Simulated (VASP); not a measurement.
Input:

```xyz
4
Lattice="1.2331 -2.1358 0.0000 1.2331 2.1358 0.0000 0.0000 0.0000 6.7104" Properties=species:S:1:pos:R:3 pbc="T T T"
C      0.0000     0.0000     1.6776
C      0.0000     0.0000     5.0328
C      1.2331     0.7119     1.6776
C      1.2331    -0.7119     5.0328
```

Level of theory: PBE GGA with D3 dispersion (Becke-Johnson damping), VASP's PBE PAW potentials (set 64) (plane waves; VASP). Numerical set-up: 520 eV cut-off, Gaussian smearing of 0.050 eV, potentials C.

Problem. Give the energies of bands 3 to 10 at the high-symmetry points, in eV from the Fermi level.

Solution. 
```
band      Γ       M       K      A       L       H
----  -----  ------  ------  -----  ------  ------
3     -8.50  -13.24  -12.56  -7.61  -13.20  -12.56
4     -6.53  -13.15  -12.47  -7.61  -13.20  -12.56
5     -3.01   -6.41  -10.52  -3.00   -6.38  -10.52
6     -3.01   -6.35  -10.52  -3.00   -6.38  -10.52
7     -3.00   -2.76   -0.63  -3.00   -2.35    0.00
8     -3.00   -2.07   -0.02  -3.00   -2.35    0.00
9      4.30    1.52   -0.02   6.93    1.66    0.02
10     8.32    2.19    0.72   6.93    1.66    0.02
```

It has no gap at this level: it comes out as a metal or semimetal.

The compound is C in the graphite structure. It was relaxed first.
